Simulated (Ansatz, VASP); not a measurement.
# YC3: VASP beside Ansatz, part 2 of 3

Aim: how closely do two programs agree when they are given the same cell, functional and k mesh? The cell is generated by rule, not measured, and may not be a known phase. The cell is taken from a series of runs on this material, whose earlier steps may have relaxed, scaled, displaced or heated it; both programs get it as it stands.

VASP 6.6.1 and Ansatz 0.2.0.

So far: Set-up; Ansatz: zone-centre phonons, PBEsol.

## 3. VASP: zone-centre phonons, PBEsol

Level of this step: PBEsol; plane waves and PAW (Y_sv, C); invented cell (VASP).

The same cell, functional, mesh and smearing now go to VASP, with its own data sets.

Lines of VASP's logs that name or quote its potential files are left out, and so is its time.

INCAR reads:

```
SYSTEM = YC3
PREC = Accurate
ENCUT = 600
EDIFF = 1E-08
NELM = 120
ISMEAR = 1
SIGMA = 0.15
LREAL = .FALSE.
ALGO = Normal
GGA = PS
NBANDS = 31
LASPH = .TRUE.
LORBIT = 11
LWAVE = .FALSE.
LCHARG = .FALSE.
ISIF = 2
IBRION = 8
GGA_COMPAT = .FALSE.
KPAR = 2
```

POSCAR reads:

```
YC3
1.0
    2.5074750971     -2.6162481182      0.0000000000
    2.5074750971      2.6162481182      0.0000000000
    0.0000000000      0.0000000000      6.6096119364
Y C
2 6
Direct
    0.0000000000      0.0000000000      0.0000000000
    0.0000000000      0.0000000000      0.5000000000
    0.7322872430      0.5415097355      0.2500000000
    0.2677127570      0.4584902645      0.7500000000
    0.4584902645      0.2677127570      0.2500000000
    0.5415097355      0.7322872430      0.7500000000
    0.5000000000      0.5000000000      0.0000000000
    0.5000000000      0.5000000000      0.5000000000
```

KPOINTS reads:

```
Automatic mesh
0
Gamma
8 8 6
0 0 0
```

The projector-augmented-wave data sets are Y_sv and C (PBE family, release 64).

Launch:

```bash
$ mpirun -np 2 vasp_std
```

The program printed:

```text
[banner, memory and clock lines left out]
running    2 mpi-ranks, on    1 nodes
 distrk:  each k-point on    1 cores,    2 groups
 distr:  one band on    1 cores,    1 groups

 POSCAR found type information on POSCAR Y C
 POSCAR found :  2 types and       8 ions
|                                                                             |
|               ----> ADVICE to this user running VASP <----                  |
|                                                                             |
|     You enforced a specific xc type in the INCAR file but a different       |
|     [... a line on the potential file left out ...]
|     I HOPE YOU KNOW WHAT YOU ARE DOING!                                     |
|                                                                             |

 LDA part: xc-table for (Slater+PW92), standard interpolation
 POSCAR, INCAR and KPOINTS ok, starting setup
 FFT: planning ... GRIDC
 FFT: planning ... GRID_SOFT
 FFT: planning ... GRID
 WAVECAR not read
 entering main loop
       N       E                     dE             d eps       ncg     rms          rms(c)
DAV:   1     0.219617594565E+03    0.21962E+03   -0.25725E+04  5208   0.163E+03
DAV:   2    -0.499334123490E+02   -0.26955E+03   -0.25829E+03  6426   0.335E+02
DAV:   3    -0.671966107547E+02   -0.17263E+02   -0.16804E+02  7954   0.659E+01
DAV:   4    -0.679708603566E+02   -0.77425E+00   -0.77254E+00  7611   0.127E+01
DAV:   5    -0.679883631197E+02   -0.17503E-01   -0.17500E-01  7231   0.193E+00    0.477E+01
DAV:   6    -0.640660361355E+02    0.39223E+01   -0.99980E+00  6421   0.158E+01    0.375E+01
DAV:   7    -0.640630554306E+02    0.29807E-02   -0.49085E+00  7954   0.960E+00    0.114E+01
DAV:   8    -0.639413626322E+02    0.12169E+00   -0.15956E+00  6245   0.575E+00    0.126E+00
DAV:   9    -0.639274837309E+02    0.13879E-01   -0.10818E-01  6659   0.169E+00    0.470E-01
DAV:  10    -0.639276268067E+02   -0.14308E-03   -0.11507E-02  7449   0.526E-01    0.428E-01
DAV:  11    -0.639272933720E+02    0.33343E-03   -0.35358E-03  7118   0.293E-01    0.215E-01
DAV:  12    -0.639272686810E+02    0.24691E-04   -0.36995E-04  7022   0.946E-02    0.471E-02
DAV:  13    -0.639272640525E+02    0.46285E-05   -0.49110E-05  6978   0.367E-02    0.621E-03
DAV:  14    -0.639272642832E+02   -0.23076E-06   -0.28723E-06  7117   0.892E-03    0.932E-03
DAV:  15    -0.639272644169E+02   -0.13363E-06   -0.67004E-07  6802   0.419E-03    0.736E-04
DAV:  16    -0.639272643747E+02    0.42137E-07   -0.54544E-08  6485   0.128E-03    0.578E-04
DAV:  17    -0.639272643719E+02    0.28081E-08   -0.30231E-09  4263   0.317E-04
   1 F= -.63927264E+02 E0= -.63926803E+02  d E =-.138556E-02
 Linear response reoptimize wavefunctions to high precision
DAV:   1    -0.639272643819E+02   -0.99712E-08   -0.11540E-09  4270   0.177E-04
DAV:   2    -0.639272643819E+02   -0.10459E-10   -0.27841E-10  4200   0.836E-05
 Linear response DOF=           9
 Linear response progress:
  Degree of freedom:   1/  9
       N       E                     dE             d eps       ncg     rms          rms(c)
RMM:   1    -0.287781670314E+00   -0.28778E+00    0.33410E+00  9113   0.875E+00
RMM:   2    -0.271130761206E+00    0.16651E-01   -0.12205E-01 12345   0.142E+00    0.646E-01
RMM:   3    -0.272424519753E+00   -0.12938E-02   -0.99017E-03 14766   0.393E-01    0.446E-01
RMM:   4    -0.272707969619E+00   -0.28345E-03   -0.18212E-03 15834   0.169E-01    0.382E-02
RMM:   5    -0.272768083154E+00   -0.60114E-04   -0.37917E-04 16787   0.645E-02    0.240E-02
RMM:   6    -0.272764229591E+00    0.38536E-05   -0.79499E-05 17769   0.261E-02    0.101E-02
RMM:   7    -0.272723458452E+00    0.40771E-04   -0.20003E-05 17460   0.124E-02    0.494E-03
RMM:   8    -0.272700609862E+00    0.22849E-04   -0.97393E-06 17999   0.667E-03    0.155E-03
RMM:   9    -0.272691664656E+00    0.89452E-05   -0.13070E-05 18446   0.368E-03    0.143E-04
RMM:  10    -0.272691515016E+00    0.14964E-06   -0.11896E-05 18762   0.218E-03    0.181E-04
RMM:  11    -0.272692259396E+00   -0.74438E-06   -0.81391E-06 18746   0.141E-03    0.156E-04
RMM:  12    -0.272692888668E+00   -0.62927E-06   -0.54820E-06 18475   0.994E-04    0.511E-05
RMM:  13    -0.272692704802E+00    0.18387E-06   -0.36417E-06 18753   0.725E-04    0.436E-05
RMM:  14    -0.272693514911E+00   -0.81011E-06   -0.26646E-06 18260   0.555E-04    0.435E-05
RMM:  15    -0.272693813651E+00   -0.29874E-06   -0.18327E-06 18335   0.438E-04    0.219E-05
RMM:  16    -0.272693573773E+00    0.23988E-06   -0.12985E-06 18371   0.353E-04    0.337E-05
RMM:  17    -0.272693579435E+00   -0.56619E-08   -0.10905E-06 18593   0.292E-04    0.493E-05
RMM:  18    -0.272693501839E+00    0.77596E-07   -0.82035E-07 18178   0.251E-04    0.783E-05
RMM:  19    -0.272693536800E+00   -0.34962E-07   -0.66488E-07 18501   0.220E-04    0.851E-05
[...]
N       E                     dE             d eps       ncg     rms          rms(c)
RMM:   1    -0.115145294772E+00   -0.11515E+00   -0.12952E-02 19419   0.127E+00
RMM:   2    -0.110512546281E+00    0.46327E-02   -0.64612E-03 16194   0.308E-01    0.187E-01
RMM:   3    -0.110813087263E+00   -0.30054E-03   -0.81781E-04 17234   0.110E-01    0.100E-01
RMM:   4    -0.111212072348E+00   -0.39899E-03   -0.20542E-04 17544   0.600E-02    0.265E-02
[...]
RMM:  20    -0.117245701579E+00   -0.49892E-10   -0.27884E-07 25460   0.697E-05    0.317E-07
RMM:  21    -0.117245702035E+00   -0.45641E-09   -0.27313E-07 25030   0.691E-05    0.190E-07
RMM:  22    -0.117245702617E+00   -0.58195E-09   -0.27815E-07 25786   0.687E-05    0.295E-07
RMM:  23    -0.117245702596E+00    0.21415E-10   -0.28091E-07 24057   0.684E-05    0.172E-07
RMM:  24    -0.117245702752E+00   -0.15651E-09   -0.27951E-07 23939   0.683E-05    0.928E-08
 first order change of Fermi-energy  -0.21894E-03
 force on displaced ion       3 direction 3 :   0.003   0.004   8.403
 Linear response progress:
  Degree of freedom:   7/  9
       N       E                     dE             d eps       ncg     rms          rms(c)
RMM:   1    -0.124122492115E+00   -0.12412E+00   -0.26500E-02 16618   0.135E+00
RMM:   2    -0.115759251302E+00    0.83632E-02   -0.97126E-03 13981   0.339E-01    0.336E-01
RMM:   3    -0.116377802915E+00   -0.61855E-03   -0.12337E-03 14681   0.116E-01    0.183E-01
RMM:   4    -0.117071547269E+00   -0.69374E-03   -0.33410E-04 14440   0.661E-02    0.219E-02
RMM:   5    -0.117069893046E+00    0.16542E-05   -0.79728E-05 16093   0.241E-02    0.875E-03
RMM:   6    -0.117059423544E+00    0.10470E-04   -0.15740E-05 16743   0.903E-03    0.401E-03
RMM:   7    -0.117047909076E+00    0.11514E-04   -0.30384E-06 16522   0.373E-03    0.159E-03
RMM:   8    -0.117052348674E+00   -0.44396E-05   -0.66253E-06 17217   0.188E-03    0.578E-04
RMM:   9    -0.117053527027E+00   -0.11784E-05   -0.33490E-06 17813   0.871E-04    0.205E-04
RMM:  10    -0.117054046662E+00   -0.51963E-06   -0.21538E-06 17908   0.428E-04    0.837E-05
RMM:  11    -0.117053863578E+00    0.18308E-06   -0.11134E-06 17694   0.250E-04    0.543E-05
RMM:  12    -0.117053909225E+00   -0.45647E-07   -0.74722E-07 17910   0.166E-04    0.171E-05
RMM:  13    -0.117053903004E+00    0.62218E-08   -0.43530E-07 18262   0.122E-04    0.672E-06
RMM:  14    -0.117053911887E+00   -0.88838E-08   -0.28925E-07 17808   0.988E-05    0.682E-06
RMM:  15    -0.117053913161E+00   -0.12735E-08   -0.16638E-07 17417   0.883E-05    0.214E-06
RMM:  16    -0.117053916385E+00   -0.32239E-08   -0.11270E-07 17792   0.820E-05    0.926E-07
RMM:  17    -0.117053914965E+00    0.14194E-08   -0.66764E-08 16442   0.785E-05    0.234E-06
 first order change of Fermi-energy   0.60711E-03
 force on displaced ion       7 direction 1 :  -4.253  -0.000   0.000
 Linear response progress:
  Degree of freedom:   8/  9
       N       E                     dE             d eps       ncg     rms          rms(c)
RMM:   1    -0.125485489621E+00   -0.12549E+00   -0.39758E-02 16840   0.126E+00
RMM:   2    -0.118647257430E+00    0.68382E-02   -0.99999E-03 13812   0.311E-01    0.324E-01
RMM:   3    -0.119352110666E+00   -0.70485E-03   -0.14501E-03 14119   0.131E-01    0.161E-01
RMM:   4    -0.120097108888E+00   -0.74500E-03   -0.47360E-04 14748   0.718E-02    0.416E-02
RMM:   5    -0.120203975470E+00   -0.10687E-03   -0.10249E-04 16226   0.265E-02    0.202E-02
RMM:   6    -0.120216818767E+00   -0.12843E-04   -0.19320E-05 15753   0.127E-02    0.362E-03
RMM:   7    -0.120210780540E+00    0.60382E-05   -0.19980E-05 16985   0.577E-03    0.194E-03
RMM:   8    -0.120210963420E+00   -0.18288E-06   -0.58693E-06 17868   0.260E-03    0.793E-04
RMM:   9    -0.120213425376E+00   -0.24620E-05   -0.82603E-06 17894   0.123E-03    0.224E-04
RMM:  10    -0.120213792542E+00   -0.36717E-06   -0.30206E-06 17688   0.648E-04    0.154E-04
RMM:  11    -0.120213934859E+00   -0.14232E-06   -0.23187E-06 18389   0.367E-04    0.615E-05
RMM:  12    -0.120213879529E+00    0.55330E-07   -0.13757E-06 18026   0.223E-04    0.180E-05
RMM:  13    -0.120213837039E+00    0.42491E-07   -0.77345E-07 18437   0.152E-04    0.185E-05
RMM:  14    -0.120213833482E+00    0.35562E-08   -0.45197E-07 17637   0.119E-04    0.643E-06
RMM:  15    -0.120213827717E+00    0.57652E-08   -0.18681E-07 18271   0.976E-05    0.311E-06
RMM:  16    -0.120213827614E+00    0.10323E-09    0.12496E-08 18190   0.868E-05    0.766E-06
 first order change of Fermi-energy  -0.16304E-03
 force on displaced ion       7 direction 2 :  -0.000  -3.248  -1.003
 Linear response progress:
  Degree of freedom:   9/  9
       N       E                     dE             d eps       ncg     rms          rms(c)
RMM:   1    -0.126033796835E+00   -0.12603E+00    0.28676E-03 17387   0.141E+00
RMM:   2    -0.112508492339E+00    0.13525E-01   -0.11948E-02 13149   0.429E-01    0.160E-01
RMM:   3    -0.112862938191E+00   -0.35445E-03   -0.14370E-03 14506   0.127E-01    0.889E-02
RMM:   4    -0.113328740456E+00   -0.46580E-03   -0.29960E-04 14613   0.620E-02    0.181E-02
RMM:   5    -0.113340665572E+00   -0.11925E-04   -0.60559E-05 16290   0.213E-02    0.596E-03
RMM:   6    -0.113328324924E+00    0.12341E-04   -0.64828E-06 17087   0.755E-03    0.258E-03
RMM:   7    -0.113318878979E+00    0.94459E-05    0.46035E-08 16817   0.311E-03    0.887E-04
RMM:   8    -0.113318714638E+00    0.16434E-06    0.51490E-07 17763   0.147E-03    0.334E-04
RMM:   9    -0.113318333579E+00    0.38106E-06    0.47677E-06 18081   0.694E-04    0.150E-04
RMM:  10    -0.113318912817E+00   -0.57924E-06    0.34053E-06 17898   0.370E-04    0.651E-05
RMM:  11    -0.113319204621E+00   -0.29180E-06    0.54806E-07 18393   0.218E-04    0.239E-05
RMM:  12    -0.113319150986E+00    0.53634E-07    0.72301E-07 18210   0.143E-04    0.963E-06
RMM:  13    -0.113319159282E+00   -0.82954E-08    0.44752E-07 18554   0.105E-04    0.469E-06
RMM:  14    -0.113319160851E+00   -0.15689E-08    0.57346E-07 18167   0.881E-05    0.301E-06
RMM:  15    -0.113319165676E+00   -0.48248E-08    0.46489E-07 18016   0.787E-05    0.153E-06
RMM:  16    -0.113319172493E+00   -0.68179E-08    0.35492E-07 17663   0.740E-05    0.874E-07
RMM:  17    -0.113319175369E+00   -0.28753E-08    0.29078E-07 16940   0.712E-05    0.707E-07
RMM:  18    -0.113319173521E+00    0.18479E-08    0.37097E-07 15886   0.697E-05    0.100E-06
RMM:  19    -0.113319173617E+00   -0.96496E-10    0.36474E-07 15208   0.688E-05    0.402E-07
RMM:  20    -0.113319175963E+00   -0.23457E-08    0.38739E-07 15207   0.683E-05    0.127E-07
RMM:  21    -0.113319174696E+00    0.12674E-08    0.38367E-07 13844   0.679E-05    0.436E-07
RMM:  22    -0.113319175618E+00   -0.92252E-09    0.38001E-07 13628   0.677E-05    0.240E-07
RMM:  23    -0.113319176273E+00   -0.65526E-09    0.39008E-07 13645   0.676E-05    0.604E-08
 first order change of Fermi-energy  -0.12227E-03
 force on displaced ion       7 direction 3 :  -0.000  -1.031  10.788
 Linear response finished
```

[end of part 2 of 3]

[Lines on the potential files, build, host, timing and source positions are cut from VASP's logs without a mark.]

[Logs are printed without paths, hosts, clocks, repeated set-up lines and the standing remarks that a program may print on its own settings, such as how far it seeks lower states.]

[Hosts, paths, dates, database ids (printed as entryN), source tags and the programs' standing remarks are cut or masked in the printed files.]
